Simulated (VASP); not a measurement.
Consider the following.

```
CELL_PARAMETERS angstrom
      0.00000     3.60203     3.60203
      3.60203     0.00000     3.60203
      3.60203     3.60203     0.00000
ATOMIC_POSITIONS crystal
  Pb 0.00000 0.00000 0.00000
  Te 0.25000 0.25000 0.25000
```

Computed with PBEsol GGA, VASP's PBE PAW potentials (set 64) (plane waves; VASP 6.6.1). Numerical set-up: 400 eV cut-off, 7×7×7 Γ-centred mesh, tetrahedra with Blöchl corrections, potentials Pb_d Te.

Q: The job: PbTe (relaxed from the zinc blende structure, space group F-43m), 2 atoms, PBEsol, static run, 400 eV, 7×7×7 Γ-centred mesh. Roughly how much core time does it take on a busy server core?

A: About 20 core-seconds (one run on a shared machine, a rough figure). It had 20 irreducible k-points, 14 bands, up to 1720 plane waves and 16 electronic steps.

The structure was generated: PbTe was put into the zinc blende type (F-43m), which need not be its known phase. It was relaxed first, which changed the volume by +33 %.
